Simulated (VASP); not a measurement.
# NiSb (Breithauptite) with AM05 + U: from relaxation to properties, part 9 of 11

Aim: relax NiSb (Breithauptite), then compute properties on the relaxed cell. The start is a cell from a database of measured crystal structures.

VASP 6.6.1, plane waves and PAW; the level of theory is named at each step.

Still holding for the runs below: This run allows spin, but its moments start at zero, where symmetry between the spins tends to hold them, which is where the search above led. The k-mesh is coarse for a metal. A U on the itinerant d states of such a compound is hard to justify; it moves the bands at the Fermi level.

So far. Step 9 (Second relaxation): It ends with forces that vanish by symmetry and a pressure of 0.00 GPa. The volume moved by only 0.11 %, so the volume is settled. Step 10 (Single point with fields (AM05 + U)): In this run the pressure is 0.00 GPa, small enough to go on; single stress components reach 0.01 GPa. The relaxed cell has a = 3.849, c = 5.045 Å (conventional setting).

The database entry behind the starting cell differs from later determinations by our own check (c about 0.3 % short), so it need not match the best structure at ambient conditions.

### 11. Bands along the symmetry lines (AM05 + U)

Level of this step: AM05, DFT+U (Ni d 4 eV), zero-moment start; plane waves and PAW (Ni, Sb) (VASP).

The mesh alone shows little of the dispersion and can miss band extrema, so KPOINTS_OPT adds a path through the symmetry points after the self-consistent cycle.

Input file INCAR:

```
SYSTEM = NiSb
PREC = Accurate
ENCUT = 400
EDIFF = 1E-06
NELM = 100
ISMEAR = 0
SIGMA = 0.05
LREAL = .FALSE.
ALGO = Normal
GGA = AM
NBANDS = 31
ISPIN = 2
MAGMOM = -0 -0 0 0
LDAU = .TRUE.
LDAUTYPE = 2
LDAUL = 2 -1
LDAUU = 4 0
LDAUJ = 0 0
LDAUPRINT = 1
LASPH = .TRUE.
LMAXMIX = 4
LORBIT = 11
LWAVE = .FALSE.
LCHARG = .FALSE.
KPAR = 8
```

Input file POSCAR:

```
NiSb
1.0
    3.8489803542      0.0000000000      0.0000000000
   -1.9244901771      3.3333147654      0.0000000000
    0.0000000000      0.0000000000      5.0447321156
Ni Sb
2 2
Direct
    0.0000000000      0.0000000000      0.0000000000
    0.0000000000      0.0000000000      0.5000000000
    0.3333333333      0.6666666667      0.2500000000
    0.6666666667      0.3333333333      0.7500000000
```

Input file KPOINTS:

```
Automatic mesh
0
Gamma
6 6 4
0 0 0
```

Input file KPOINTS_OPT:

```
Line mode
16
Line-mode
Reciprocal
  0.00000000   0.00000000   0.00000000 GAMMA
  0.50000000   0.00000000   0.00000000 M

  0.50000000   0.00000000   0.00000000 M
  0.33333333   0.33333333   0.00000000 K

  0.33333333   0.33333333   0.00000000 K
  0.00000000   0.00000000   0.00000000 GAMMA

  0.00000000   0.00000000   0.00000000 GAMMA
  0.00000000   0.00000000   0.50000000 A

  0.00000000   0.00000000   0.50000000 A
  0.50000000   0.00000000   0.50000000 L

  0.50000000   0.00000000   0.50000000 L
  0.33333333   0.33333333   0.50000000 H

  0.33333333   0.33333333   0.50000000 H
  0.00000000   0.00000000   0.50000000 A

  0.50000000   0.00000000   0.50000000 L
  0.50000000   0.00000000   0.00000000 M

  0.33333333   0.33333333   0.00000000 K
  0.33333333   0.33333333   0.50000000 H
```

The projector-augmented-wave data sets are Ni and Sb (PBE family, release 64).

The run is started by

```bash
mpirun -np 8 vasp_std
```

The program printed:

```text
[... set-up lines as in an earlier step ...]
 entering main loop
       N       E                     dE             d eps       ncg     rms          rms(c)
DAV:   1     0.169941483382E+03    0.16994E+03   -0.97631E+03  2628   0.833E+02
DAV:   2    -0.502005859195E+01   -0.17496E+03   -0.16198E+03  2710   0.214E+02
DAV:   3    -0.173510442329E+02   -0.12331E+02   -0.12023E+02  3027   0.673E+01
DAV:   4    -0.175855445158E+02   -0.23450E+00   -0.23428E+00  3036   0.925E+00
DAV:   5    -0.175917319798E+02   -0.61875E-02   -0.61871E-02  3090   0.144E+00    0.110E+01
DAV:   6    -0.177066153135E+02   -0.11488E+00   -0.41039E+00  3053   0.340E+01    0.753E+00
DAV:   7    -0.169840233491E+02    0.72259E+00   -0.21655E+00  3255   0.261E+01    0.437E+00
DAV:   8    -0.169019608186E+02    0.82063E-01   -0.32931E-01  3423   0.548E+00    0.471E-01
DAV:   9    -0.169019799659E+02   -0.19147E-04   -0.17358E-02  3069   0.867E-01    0.300E-01
DAV:  10    -0.169022622523E+02   -0.28229E-03   -0.25881E-03  3178   0.378E-01    0.102E-01
DAV:  11    -0.169023834786E+02   -0.12123E-03   -0.59125E-04  3605   0.204E-01    0.612E-02
DAV:  12    -0.169023895097E+02   -0.60311E-05   -0.64076E-05  2877   0.527E-02    0.456E-02
DAV:  13    -0.169023869204E+02    0.25892E-05   -0.11466E-05  3220   0.189E-02    0.115E-02
DAV:  14    -0.169023864436E+02    0.47680E-06   -0.14816E-06  2536   0.130E-02
   1 F= -.16902386E+02 E0= -.16899252E+02  d E =-.626845E-02  mag=    -0.0000
 Start KPOINTS_OPT (optional k-point list driver)
k-point batch [1-21\144]
       N       E                     dE             ncg
DAV:   1     0.799610976653E+04   -0.33475E+04     2636
DAV:   2     0.435512093638E+04   -0.36410E+04     2689
DAV:   3     0.409752376326E+04   -0.25760E+03     3074
DAV:   4     0.409265214011E+04   -0.48716E+01     3063
DAV:   5     0.409252260090E+04   -0.12954E+00     3144
DAV:   6     0.409251717141E+04   -0.54295E-02     3263
DAV:   7     0.409251692185E+04   -0.24956E-03     3347
DAV:   8     0.409251691117E+04   -0.10672E-04     2665
DAV:   9     0.409251691079E+04   -0.38595E-06     1993
[...]
k-point batch [127-144\144]
       N       E                     dE             ncg
DAV:   1     0.936320709796E+04   -0.10098E+05     2232
DAV:   2     0.630040313541E+04   -0.30628E+04     2316
DAV:   3     0.609048057269E+04   -0.20992E+03     2629
DAV:   4     0.608648066010E+04   -0.39999E+01     2640
DAV:   5     0.608637077540E+04   -0.10988E+00     2698
DAV:   6     0.608636611660E+04   -0.46588E-02     2780
DAV:   7     0.608636589595E+04   -0.22065E-03     2769
DAV:   8     0.608636588498E+04   -0.10964E-04     2236
DAV:   9     0.608636588452E+04   -0.46520E-06     1793
```

Wall time 61 s (8 MPI ranks of AMD EPYC 7R43, shared host); peak memory 1.9 GiB.

Parts of OUTCAR (step 11):

```text
   k-points           NKPTS =     21   k-points in BZ     NKDIM =     21   number of bands    NBANDS=     31

   NELECT =      30.0000    total number of electrons

atom =   1  type =  1  l = 2

 onsite density matrix

spin component  1

  0.8737  0.0000  0.0000  0.0467  0.0000
  0.0000  0.8622 -0.0000  0.0000  0.0467
  0.0000 -0.0000  0.8944  0.0000 -0.0000
  0.0467  0.0000  0.0000  0.8622 -0.0000
  0.0000  0.0467 -0.0000 -0.0000  0.8737

spin component  2

 occupancies and eigenvectors

  o =  0.8209  v = -0.0000  0.7490 -0.0000  0.0000 -0.6626  0.0000  0.0000  0.0000  0.0000  0.0000      0.0000  0.0000  0.0000  0.0000  0.0000  0.0000  0.0000  0.0000  0.0000  0.0000
  o =  0.8209  v =  0.6626  0.0000 -0.0000 -0.7490 -0.0000  0.0000  0.0000  0.0000  0.0000  0.0000      0.0000  0.0000  0.0000  0.0000  0.0000  0.0000  0.0000  0.0000  0.0000  0.0000
  o =  0.8209  v =  0.0000  0.0000  0.0000  0.0000  0.0000 -0.0000  0.7490 -0.0000  0.0000 -0.6626      0.0000  0.0000  0.0000  0.0000  0.0000  0.0000  0.0000  0.0000  0.0000  0.0000
  o =  0.8209  v =  0.0000  0.0000  0.0000  0.0000  0.0000  0.6626  0.0000 -0.0000 -0.7490 -0.0000      0.0000  0.0000  0.0000  0.0000  0.0000  0.0000  0.0000  0.0000  0.0000  0.0000
  o =  0.8944  v =  0.0000  0.0000  0.0000  0.0000  0.0000 -0.0000  0.0000  1.0000 -0.0000  0.0000      0.0000  0.0000  0.0000  0.0000  0.0000  0.0000  0.0000  0.0000  0.0000  0.0000
  o =  0.8944  v = -0.0000  0.0000  1.0000 -0.0000  0.0000  0.0000  0.0000  0.0000  0.0000  0.0000      0.0000  0.0000  0.0000  0.0000  0.0000  0.0000  0.0000  0.0000  0.0000  0.0000
  o =  0.9150  v = -0.0000 -0.6626  0.0000 -0.0000 -0.7490  0.0000  0.0000  0.0000  0.0000  0.0000      0.0000  0.0000  0.0000  0.0000  0.0000  0.0000  0.0000  0.0000  0.0000  0.0000
  o =  0.9150  v =  0.7490 -0.0000  0.0000  0.6626 -0.0000  0.0000  0.0000  0.0000  0.0000  0.0000      0.0000  0.0000  0.0000  0.0000  0.0000  0.0000  0.0000  0.0000  0.0000  0.0000
  o =  0.9150  v =  0.0000  0.0000  0.0000  0.0000  0.0000 -0.0000 -0.6626  0.0000 -0.0000 -0.7490      0.0000  0.0000  0.0000  0.0000  0.0000  0.0000  0.0000  0.0000  0.0000  0.0000
  o =  0.9150  v =  0.0000  0.0000  0.0000  0.0000  0.0000  0.7490 -0.0000  0.0000  0.6626 -0.0000      0.0000  0.0000  0.0000  0.0000  0.0000  0.0000  0.0000  0.0000  0.0000  0.0000

atom =   2  type =  1  l = 2

 onsite density matrix

spin component  1

  0.8737 -0.0000  0.0000 -0.0467 -0.0000
 -0.0000  0.8622  0.0000  0.0000 -0.0467
  0.0000  0.0000  0.8944 -0.0000 -0.0000
 -0.0467  0.0000 -0.0000  0.8622  0.0000
 -0.0000 -0.0467 -0.0000  0.0000  0.8737

spin component  2

 occupancies and eigenvectors

  o =  0.8209  v =  0.0000 -0.7490 -0.0000  0.0000 -0.6626  0.0000  0.0000  0.0000  0.0000  0.0000      0.0000  0.0000  0.0000  0.0000  0.0000  0.0000  0.0000  0.0000  0.0000  0.0000
  o =  0.8209  v = -0.6626 -0.0000 -0.0000 -0.7490 -0.0000  0.0000  0.0000  0.0000  0.0000  0.0000      0.0000  0.0000  0.0000  0.0000  0.0000  0.0000  0.0000  0.0000  0.0000  0.0000
  o =  0.8209  v =  0.0000  0.0000  0.0000  0.0000  0.0000  0.0001 -0.7490 -0.0000  0.0001 -0.6626      0.0000  0.0000  0.0000  0.0000  0.0000  0.0000  0.0000  0.0000  0.0000  0.0000
  o =  0.8209  v =  0.0000  0.0000  0.0000  0.0000  0.0000 -0.6626 -0.0001 -0.0000 -0.7490 -0.0001      0.0000  0.0000  0.0000  0.0000  0.0000  0.0000  0.0000  0.0000  0.0000  0.0000
  o =  0.8944  v =  0.0000  0.0000  0.0000  0.0000  0.0000  0.0000  0.0000 -1.0000 -0.0000 -0.0000      0.0000  0.0000  0.0000  0.0000  0.0000  0.0000  0.0000  0.0000  0.0000  0.0000
  o =  0.8944  v =  0.0000  0.0000 -1.0000 -0.0000 -0.0000  0.0000  0.0000  0.0000  0.0000  0.0000      0.0000  0.0000  0.0000  0.0000  0.0000  0.0000  0.0000  0.0000  0.0000  0.0000
  o =  0.9150  v =  0.0000  0.6626  0.0000 -0.0000 -0.7490  0.0000  0.0000  0.0000  0.0000  0.0000      0.0000  0.0000  0.0000  0.0000  0.0000  0.0000  0.0000  0.0000  0.0000  0.0000
  o =  0.9150  v =  0.7490 -0.0000 -0.0000 -0.6626  0.0000  0.0000  0.0000  0.0000  0.0000  0.0000      0.0000  0.0000  0.0000  0.0000  0.0000  0.0000  0.0000  0.0000  0.0000  0.0000
  o =  0.9150  v =  0.0000  0.0000  0.0000  0.0000  0.0000  0.0001  0.6626  0.0000 -0.0001 -0.7490      0.0000  0.0000  0.0000  0.0000  0.0000  0.0000  0.0000  0.0000  0.0000  0.0000
  o =  0.9150  v =  0.0000  0.0000  0.0000  0.0000  0.0000  0.7490 -0.0001 -0.0000 -0.6626  0.0001      0.0000  0.0000  0.0000  0.0000  0.0000  0.0000  0.0000  0.0000  0.0000  0.0000

 E-fermi :  10.5628

 spin component 1
 k-point     1 :       0.0000    0.0000    0.0000
  band No.  band energies     occupation
    ...
      9       7.7609      1.00000
     10       7.7609      1.00000
     11       8.6318      1.00000
     12       8.6318      1.00000
     13      10.0656      1.00000
     14      11.4362      0.00000
     15      11.4362      0.00000
     16      13.1320      0.00000
     17      13.1320      0.00000
     18      13.8956      0.00000
    ...

 k-point     2 :       0.1667    0.0000    0.0000
  band No.  band energies     occupation
    ...
     11       8.5943      1.00000
     12       8.6320      1.00000
     13       9.3802      1.00000
     14       9.9447      1.00000
     15      10.2577      1.00000
     16      12.1467      0.00000
     17      14.0917      0.00000
     18      14.1902      0.00000
     19      15.3868      0.00000
     20      16.7098      0.00000
    ...

  Total        0.0299806      0.0299806      0.0242794      0.0000000     -0.0000000      0.0000000
  in kB        0.7421489      0.7421489      0.6010198      0.0000000     -0.0000000      0.0000000
  external PRESSURE =       0.6951059 kB  Pullay stress =       0.0000000 kB

 POSITION                                       TOTAL-FORCE (eV/Angst)
 -----------------------------------------------------------------------------------
      0.00000      0.00000      0.00000         0.000000      0.000000      0.000000
      0.00000      0.00000      2.52237         0.000000      0.000000      0.000000
     -0.00000      2.22221      1.26118         0.000000     -0.000000      0.000000
      1.92449      1.11110      3.78355        -0.000000      0.000000     -0.000000
 -----------------------------------------------------------------------------------
    total drift:                               -0.000000      0.000000      0.000000

  FREE ENERGIE OF THE ION-ELECTRON SYSTEM (eV)
  ---------------------------------------------------
  free  energy   TOTEN  =       -16.9023864436 eV

  energy  without entropy=      -16.8961179941  energy(sigma->0) =      -16.89925222

[... 10 parts as in an earlier step ...]

[... 9 further parts left out ...]
```

Spin-orbit coupling is off here; it can split and shift levels that hold much weight on Sb by tenths of an eV or more.

Numbers from this step:

* bands: 31
* pressure: 0.06951 GPa

Both spin channels agree. Electronic bands along the path, in eV, zero at the Fermi level; # counts the bands kept in this run, so #1 is VASP's band 2:

| point | #11 | #12 | #13 | #14 | #15 | #16 | #17 | #18 |
| --- | --- | --- | --- | --- | --- | --- | --- | --- |
| Γ | -1.93 | -0.50 | 0.87 | 0.87 | 2.57 | 2.57 | 3.33 | 4.40 |
| 0.47 of the way | -1.96 | -1.93 | -0.92 | -0.76 | 1.09 | 2.89 | 3.86 | 4.35 |
| M | -2.52 | -2.18 | -2.02 | -1.93 | -0.43 | 1.05 | 3.40 | 4.21 |
| 0.53 of the way | -2.17 | -2.07 | -2.02 | -1.79 | 0.13 | 0.49 | 2.03 | 3.65 |
| K | -2.02 | -2.02 | -1.97 | -0.80 | -0.80 | 0.63 | 0.63 | 3.11 |
| 0.53 of the way | -2.00 | -1.93 | -1.47 | -0.82 | 2.13 | 2.31 | 2.55 | 5.00 |
| Γ | -1.93 | -0.50 | 0.87 | 0.87 | 2.57 | 2.57 | 3.33 | 4.40 |
| 0.47 of the way | -2.28 | -0.60 | 1.38 | 1.38 | 2.56 | 2.56 | 3.07 | 3.82 |
| A | -2.86 | 0.43 | 0.43 | 2.27 | 2.27 | 2.27 | 2.27 | 5.44 |
| 0.47 of the way | -2.82 | -0.74 | -0.74 | 1.09 | 1.09 | 1.44 | 1.44 | 4.79 |
| L | -2.57 | -2.51 | -2.51 | 0.16 | 0.16 | 1.89 | 1.89 | 5.42 |
| 0.47 of the way | -2.64 | -2.29 | -2.29 | -1.02 | -1.02 | 3.50 | 3.50 | 6.04 |
| H | -2.76 | -1.93 | -1.93 | -1.80 | -1.80 | 4.52 | 4.52 | 7.66 |
| 0.47 of the way | -2.74 | -1.11 | -1.11 | -0.70 | -0.70 | 2.75 | 2.75 | 6.02 |
| A | -2.86 | 0.43 | 0.43 | 2.27 | 2.27 | 2.27 | 2.27 | 5.44 |
| jump to L | -2.57 | -2.51 | -2.51 | 0.16 | 0.16 | 1.89 | 1.89 | 5.42 |
| 0.47 of the way | -2.56 | -2.31 | -2.16 | -1.20 | 0.54 | 2.04 | 2.34 | 4.04 |
| M | -2.52 | -2.18 | -2.02 | -1.93 | -0.43 | 1.05 | 3.40 | 4.21 |
| jump to K | -2.02 | -2.02 | -1.97 | -0.80 | -0.80 | 0.63 | 0.63 | 3.11 |
| 0.47 of the way | -2.22 | -2.02 | -2.02 | -1.40 | -1.40 | 2.23 | 2.23 | 4.74 |
| H | -2.76 | -1.93 | -1.93 | -1.80 | -1.80 | 4.52 | 4.52 | 7.66 |

Of the projections kept (Ni, Sb), the largest for each band there, as a share of the weight inside these atoms' spheres; weight between the spheres isn't counted:

```csv
point,#11,#12,#13,#14,#15,#16,#17,#18
Γ,Ni 1.00,Ni 0.95,Sb 0.64,Sb 0.64,Ni 0.56,Ni 0.56,Sb 0.73,Sb 0.97
M,Ni 1.00,Ni 0.99,Ni 0.99,Ni 1.00,Ni 0.79,Ni 0.78,Ni 0.75,Sb 0.58
K,Ni 0.99,Ni 0.99,Ni 0.50,Ni 0.73,Ni 0.73,Ni 0.65,Ni 0.65,Ni 0.84
Γ,Ni 1.00,Ni 0.95,Sb 0.64,Sb 0.64,Ni 0.56,Ni 0.56,Sb 0.73,Sb 0.97
A,Ni 0.99,Sb 0.67,Sb 0.67,Ni 0.50,Ni 0.50,Ni 0.50,Ni 0.50,Ni 0.54
L,Ni 0.98,Ni 0.95,Ni 0.95,Ni 0.66,Ni 0.66,Ni 0.57,Ni 0.57,Sb 0.58
```

There is no gap at this level.

[end of part 9 of 11]

[Lines on the potential files, build, host, timing and source positions are cut from VASP's logs without a mark.]

[Logs are printed without paths, hosts, clocks, repeated set-up lines and the standing remarks that a program may print on its own settings, such as how far it seeks lower states.]

[Hosts, paths, dates, database ids (printed as entryN), source tags and the programs' standing remarks are cut or masked in the printed files.]

[A measured line is paired with the nearest computed mode of its activity, which favours agreement.]

[In band tables of VASP the shares of atoms and orbitals are scaled to a sum of 1 inside the atoms' spheres.]
